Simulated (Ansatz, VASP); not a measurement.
# C (Diamond): VASP beside Ansatz, part 2 of 2

Wanted: the spread between two codes on one cell, functional and k mesh. The cell is taken from a series of runs on this material, whose earlier steps may have relaxed, scaled, displaced or heated it; both programs get it as it stands.

VASP 6.6.1 and Ansatz 0.2.0.

So far: Starting point; Ansatz: zone-centre phonons, r2SCAN.

### Step 3. VASP: zone-centre phonons, r2SCAN

Level of this step: r2SCAN; plane waves and PAW (C) (VASP).

The same cell, functional and mesh now go to VASP, with its own data sets.

Lines of VASP's logs that name or quote its potential files are left out, and so is its time.

File INCAR:

```
SYSTEM = C
PREC = Accurate
ENCUT = 660
EDIFF = 1E-08
NELM = 120
ISMEAR = 0
SIGMA = 0.01
LREAL = .FALSE.
ALGO = Normal
METAGGA = R2SCAN
LASPH = .TRUE.
NBANDS = 10
LORBIT = 11
LWAVE = .FALSE.
LCHARG = .FALSE.
ISIF = 2
IBRION = 6
NFREE = 2
POTIM = 0.015
NSW = 1
GGA_COMPAT = .FALSE.
EFERMI = MIDGAP
LMIXTAU = .TRUE.
KPAR = 2
```

File POSCAR:

```
C
1.0
    0.0000000000      1.7801449144      1.7801449144
    1.7801449144      0.0000000000      1.7801449144
    1.7801449144      1.7801449144      0.0000000000
C
2
Direct
    0.0000000000      0.0000000000      0.0000000000
    0.2500000000      0.2500000000      0.2500000000
```

File KPOINTS:

```
Automatic mesh
0
Gamma
10 10 10
0 0 0
```

Potentials, in the order of the species: C (PBE family, release 64).

Launch:

```sh
> mpirun -np 2 vasp_std
```

Numbers of over 12 decimals in the logs are rounded to 6 here.

What it wrote:

```text
[banner, memory and clock lines left out]
running    2 mpi-ranks, on    1 nodes
 distrk:  each k-point on    1 cores,    2 groups
 distr:  one band on    1 cores,    1 groups

 POSCAR found type information on POSCAR C
 POSCAR found :  1 types and       2 ions
|                                                                             |
|               ----> ADVICE to this user running VASP <----                  |
|                                                                             |
|     You enforced a specific xc type in the INCAR file but a different       |
|     [... a line on the potential file left out ...]
|     I HOPE YOU KNOW WHAT YOU ARE DOING!                                     |
|                                                                             |

 LDA part: xc-table for (None), standard interpolation
 POSCAR, INCAR and KPOINTS ok, starting setup
 FFT: planning ... GRIDC
 FFT: planning ... GRID_SOFT
 FFT: planning ... GRID
 WAVECAR not read
 entering main loop
       N       E                     dE             d eps       ncg     rms          rms(c)
DAV:   1     0.234624949217E+01    0.23462E+01   -0.57202E+03   940   0.986E+02
DAV:   2    -0.214892132064E+02   -0.23835E+02   -0.23023E+02  1306   0.145E+02
DAV:   3    -0.219606509042E+02   -0.47144E+00   -0.47040E+00  1104   0.171E+01
DAV:   4    -0.219615880583E+02   -0.93715E-03   -0.93709E-03  1050   0.884E-01
DAV:   5    -0.219615892450E+02   -0.11867E-05   -0.11867E-05  1060   0.304E-02    0.514E+00
DAV:   6    -0.194688698734E+02    0.24927E+01   -0.33418E-01  1008   0.534E+00    0.420E+00
DAV:   7    -0.224206280752E+02   -0.29518E+01   -0.88863E-01   974   0.722E+00    0.873E-01
DAV:   8    -0.194724477073E+02    0.29482E+01   -0.29778E-01   966   0.479E+00    0.107E+00
DAV:   9    -0.196600075810E+02   -0.18756E+00   -0.33128E-02   964   0.200E+00    0.115E-01
DAV:  10    -0.196679668509E+02   -0.79593E-02   -0.58351E-03   986   0.733E-01    0.158E-01
DAV:  11    -0.196675215774E+02    0.44527E-03   -0.54216E-05  1022   0.744E-02    0.154E-01
DAV:  12    -0.196690268811E+02   -0.15053E-02   -0.24601E-04   940   0.196E-01    0.397E-02
DAV:  13    -0.196690877538E+02   -0.60873E-04   -0.15201E-05  1066   0.516E-02    0.219E-02
DAV:  14    -0.196690867895E+02    0.96421E-06   -0.65765E-08  1034   0.340E-03    0.229E-02
DAV:  15    -0.196690883724E+02   -0.15829E-05   -0.87288E-07  1016   0.104E-02    0.228E-03
DAV:  16    -0.196690883468E+02    0.25676E-07   -0.85528E-08   974   0.312E-03    0.902E-04
DAV:  17    -0.196690882925E+02    0.54268E-07   -0.38913E-09   598   0.813E-04    0.235E-04
DAV:  18    -0.196690883153E+02   -0.22830E-07   -0.21612E-09   524   0.552E-04    0.195E-04
DAV:  19    -0.196690882792E+02    0.36099E-07   -0.75646E-10   476   0.357E-04    0.128E-05
DAV:  20    -0.196690882840E+02   -0.47424E-08   -0.27011E-11   472   0.587E-05
   1 F= -.19669088E+02 E0= -.19669088E+02  d E =0.000000E+00
 Found     1 degrees of freedom:
 Finite differences POTIM= 0.01500 DOF=   1
 bond charge predicted
       N       E                     dE             d eps       ncg     rms          rms(c)
DAV:   1    -0.196640989538E+02    0.49893E-02   -0.50254E-01  3420   0.580E+00    0.119E-01
DAV:   2    -0.196646166572E+02   -0.51770E-03   -0.35238E-03  3992   0.599E-01    0.767E-02
DAV:   3    -0.196638540978E+02    0.76256E-03   -0.82356E-04  3484   0.297E-01    0.284E-02
DAV:   4    -0.196646811147E+02   -0.82702E-03   -0.50948E-04  3520   0.223E-01    0.846E-03
DAV:   5    -0.196647155702E+02   -0.34456E-04   -0.17265E-05  3742   0.430E-02    0.326E-03
DAV:   6    -0.196647143139E+02    0.12562E-05   -0.56338E-06  3500   0.232E-02    0.755E-04
DAV:   7    -0.196647173315E+02   -0.30176E-05   -0.20377E-06  3478   0.133E-02    0.195E-04
DAV:   8    -0.196647173091E+02    0.22424E-07   -0.33860E-08  3882   0.193E-03    0.117E-04
DAV:   9    -0.196647173487E+02   -0.39616E-07   -0.15858E-08  3478   0.137E-03    0.299E-05
DAV:  10    -0.196647173427E+02    0.60385E-08   -0.11680E-09  1794   0.371E-04
   2 F= -.19664717E+02 E0= -.19664717E+02  d E =0.000000E+00
 Finite differences progress:
  Degree of freedom:   1/  1
  Displacement:        1/  2
  Total:               1/  2
 bond charge predicted
       N       E                     dE             d eps       ncg     rms          rms(c)
DAV:   1    -0.196627179194E+02    0.19994E-02   -0.12732E+00  3432   0.874E+00    0.237E-01
DAV:   2    -0.196643205449E+02   -0.16026E-02   -0.93064E-03  3944   0.948E-01    0.154E-01
DAV:   3    -0.196613312531E+02    0.29893E-02   -0.33523E-03  3488   0.597E-01    0.574E-02
DAV:   4    -0.196646685034E+02   -0.33373E-02   -0.17265E-03  3504   0.407E-01    0.130E-02
DAV:   5    -0.196646976679E+02   -0.29164E-04   -0.46546E-05  3720   0.738E-02    0.692E-03
DAV:   6    -0.196647075242E+02   -0.98563E-05   -0.29759E-05  3464   0.541E-02    0.146E-03
DAV:   7    -0.196647172087E+02   -0.96844E-05   -0.70482E-06  3488   0.247E-02    0.452E-04
DAV:   8    -0.196647173040E+02   -0.95389E-07   -0.15754E-07  3928   0.415E-03    0.321E-04
DAV:   9    -0.196647173290E+02   -0.24981E-07   -0.60461E-08  3472   0.269E-03    0.108E-04
DAV:  10    -0.196647173489E+02   -0.19847E-07   -0.31309E-09  1934   0.587E-04    0.574E-05
DAV:  11    -0.196647173467E+02    0.21328E-08   -0.25950E-10  1796   0.171E-04
   3 F= -.19664717E+02 E0= -.19664717E+02  d E =0.000000E+00
 Finite differences progress:
  Degree of freedom:   1/  1
  Displacement:        2/  2
  Total:               2/  2
```

OUTCAR, selected parts (step 3):

```text
ion  position               nearest neighbor table
   1  0.000  0.000  0.000-   2 1.54   2 1.54   2 1.54   2 1.54
   2  0.250  0.250  0.250-   1 1.54   1 1.54   1 1.54   1 1.54

  LATTYP: Found a face centered cubic cell.
 ALAT       =     3.5602898288

 Subroutine GETGRP returns: Found 48 space group operations
 (whereof 24 operations were pure point group operations)

The static configuration has the point symmetry T_d .
 The point group associated with its full space group is O_h .

 Found     47 irreducible k-points:

   k-points           NKPTS =     47   k-points in BZ     NKDIM =     47   number of bands    NBANDS=     10

   dimension x,y,z NGX =    24 NGY =   24 NGZ =   24
   dimension x,y,z NGXF=    48 NGYF=   48 NGZF=   48

   ENCUT  =  660.0 eV  48.51 Ry    6.96 a.u.   5.27  5.27  5.27*2*pi/ulx,y,z

   NELECT =       8.0000    total number of electrons

 k-points in reciprocal lattice and weights: Automatic mesh
   0.00000000  0.00000000  0.00000000       0.001
   0.10000000  0.00000000  0.00000000       0.008
   0.20000000  0.00000000  0.00000000       0.008
   0.30000000  0.00000000  0.00000000       0.008
   0.40000000  0.00000000  0.00000000       0.008
   0.50000000  0.00000000  0.00000000       0.004
   0.10000000  0.10000000  0.00000000       0.006
   0.20000000  0.10000000  0.00000000       0.024
   0.30000000  0.10000000  0.00000000       0.024
[...]
-0.30000000  0.40000000  0.20000000       0.024
  -0.30000000  0.50000000  0.20000000       0.012

 average (electrostatic) potential at core
       1 -47.3637       2 -47.3637

 E-fermi :  12.0994

 k-point     1 :       0.0000    0.0000    0.0000
  band No.  band energies     occupation
      1     -12.9805      2.00000
      2       9.5444      2.00000
      3       9.7922      2.00000
      4      10.0332      2.00000
      5      15.4288      0.00000
      6      15.6355      0.00000
      7      15.8535      0.00000
      8      23.7351      0.00000
      9      30.2602      0.00000
    ...

 k-point     2 :       0.1000    0.0000    0.0000
  band No.  band energies     occupation
      1     -12.6906      2.00000
      2       8.0848      2.00000
      3       9.0932      2.00000
      4       9.4027      2.00000
      5      16.1500      0.00000
      6      16.4613      0.00000
      7      16.6026      0.00000
      8      24.0140      0.00000
      9      30.7491      0.00000
    ...

 k-point     3 :       0.2000    0.0000    0.0000
  band No.  band energies     occupation
      1     -11.8263      2.00000
      2       4.6343      2.00000
      3       8.1918      2.00000
      4       8.4670      2.00000
      5      17.3109      0.00000
      6      17.6532      0.00000
      7      17.9031      0.00000
      8      24.7859      0.00000
      9      31.5917      0.00000
    ...

  Total        0.0121815      0.0160934      0.0160934      0.0000000     -0.0371641      0.0000000
  in kB        1.7298782      2.2854036      2.2854036      0.0000000     -5.2776161      0.0000000
  external PRESSURE =       2.1002285 kB  Pullay stress =       0.0000000 kB

  energy-cutoff  :      660.00
  volume of cell :       11.28
      direct lattice vectors                 reciprocal lattice vectors
     0.000000000  1.780144914  1.780144914    -0.280876010  0.280876010  0.280876010
     1.780144914  0.000000000  1.780144914     0.280876010 -0.280876010  0.280876010
     1.780144914  1.780144914  0.000000000     0.280876010  0.280876010 -0.280876010

 POSITION                                       TOTAL-FORCE (eV/Angst)
 -----------------------------------------------------------------------------------
     -0.01500      0.00000      0.00000         0.582640      0.000000      0.000000
      0.89007      0.89007      0.89007        -0.582640      0.000000      0.000000
 -----------------------------------------------------------------------------------
    total drift:                                0.000001     -0.000000     -0.000000

  FREE ENERGIE OF THE ION-ELECTRON SYSTEM (eV)
  ---------------------------------------------------
  free  energy   TOTEN  =       -19.6647173467 eV

  energy  without entropy=      -19.6647173467  energy(sigma->0) =      -19.66471735

 Eigenvectors and eigenvalues of the dynamical matrix
 ----------------------------------------------------

   1 f  =   39.758578 THz   249.810516 2PiTHz 1326.203424 cm-1   164.428194 meV
             X         Y         Z           dx          dy          dz
      0.000000  0.000000  0.000000     0.707107    0.000000    0.000000
      0.890072  0.890072  0.890072    -0.707107    0.000000    0.000000

   2 f  =   39.758578 THz   249.810516 2PiTHz 1326.203424 cm-1   164.428194 meV
             X         Y         Z           dx          dy          dz
      0.000000  0.000000  0.000000     0.000000    0.171499    0.685994
      0.890072  0.890072  0.890072     0.000000   -0.171499   -0.685994

   3 f  =   39.758578 THz   249.810516 2PiTHz 1326.203424 cm-1   164.428194 meV
             X         Y         Z           dx          dy          dz
      0.000000  0.000000  0.000000     0.000000    0.685994   -0.171499
      0.890072  0.890072  0.890072     0.000000   -0.685994    0.171499

   4 f  =    0.000000 THz     0.000000 2PiTHz    0.000000 cm-1     0.000000 meV
             X         Y         Z           dx          dy          dz
      0.000000  0.000000  0.000000     0.707107    0.000000    0.000000
      0.890072  0.890072  0.890072     0.707107    0.000000    0.000000

   5 f/i=    0.000000 THz     0.000001 2PiTHz    0.000007 cm-1     0.000001 meV
             X         Y         Z           dx          dy          dz
      0.000000  0.000000  0.000000     0.000000   -0.601501    0.371748
      0.890072  0.890072  0.890072     0.000000   -0.601501    0.371748

   6 f/i=    0.000001 THz     0.000003 2PiTHz    0.000018 cm-1     0.000002 meV
             X         Y         Z           dx          dy          dz
      0.000000  0.000000  0.000000     0.000000    0.371748    0.601501
      0.890072  0.890072  0.890072     0.000000    0.371748    0.601501

 ELASTIC MODULI CONTR FROM IONIC RELAXATION (kBar)
 Direction    XX          YY          ZZ          XY          YZ          ZX
 --------------------------------------------------------------------------------
 XX          -0.0000     -0.0000     -0.0000     -0.0000     -0.0000      0.0000
 YY          -0.0000     -0.0000     -0.0000     -0.0000     -0.0000     -0.0000
 ZZ          -0.0000     -0.0000     -0.0000     -0.0000     -0.0000      0.0000
 XY          -0.0000     -0.0000     -0.0000    -22.4348      0.0000      0.0000
 YZ          -0.0000     -0.0000     -0.0000      0.0000    -22.4348      0.0000
 ZX           0.0000     -0.0000      0.0000      0.0000      0.0000    -22.4348
 --------------------------------------------------------------------------------

 total charge
# of ion       s       p       d       tot
------------------------------------------
    1        0.844   1.746   0.000   2.589
    2        0.844   1.746   0.000   2.589
--------------------------------------------------
tot          1.687   3.491   0.000   5.178

[... 3 further parts left out ...]
```

CONTCAR:

```
C
   1.00000000000000
     0.0000000000000000    1.7801449143999999    1.7801449143999999
     1.7801449143999999    0.0000000000000000    1.7801449143999999
     1.7801449143999999    1.7801449143999999    0.0000000000000000
  C
     2
Direct
     0.0042131401434404   -0.0042131401434404   -0.0042131401434404
     0.2500000000000000    0.2500000000000000    0.2500000000000000
```

The last energy, forces, stress and levels in OUTCAR belong to the last displaced cell, not to the cell of POSCAR.

Levels, forces or a CONTCAR printed for this step are those of its last displaced cell, not of the structure at rest.

### Step 4. Differences

Known differences besides the potentials themselves: VASP keeps PBE cores, Ansatz makes them for the functional; fixed occupations in Ansatz, narrow Gaussian smearing in VASP; the cutoff is 500 eV in Ansatz and 660 eV in VASP; VASP uses finite displacements, Ansatz perturbation theory. Total energies have different zeros and are not compared.

Compared:

```csv
quantity,Ansatz,VASP,difference
optical mode 1 to 3 (cm⁻¹),1324.0,1326.2,-0.17 %
```

Modes are paired by rising frequency, not by their patterns, so a pair may set unlike modes beside each other; they are those without the splitting of longitudinal modes.

### Step 5. What came out

| Property | Result |
| --- | --- |
| r.m.s. difference of the optical zone-centre modes, each program's sorted by frequency (zone-centre phonons, r2SCAN) | 2.2 cm⁻¹ |

**Reading.** The r.m.s. difference of the optical zone-centre modes, each program's sorted by frequency is 2.2 cm⁻¹ (zone-centre phonons, r2SCAN). Such differences can come from data sets, numerical settings and the points named under the comparisons, not from the functional's error against experiment.

[Lines on the potential files, build, host, timing and source positions are cut from VASP's logs without a mark.]

[Logs are printed without paths, hosts, clocks, repeated set-up lines and the standing remarks that a program may print on its own settings, such as how far it seeks lower states.]

[Hosts, paths, dates, database ids (printed as entryN), source tags and the programs' standing remarks are cut or masked in the printed files.]
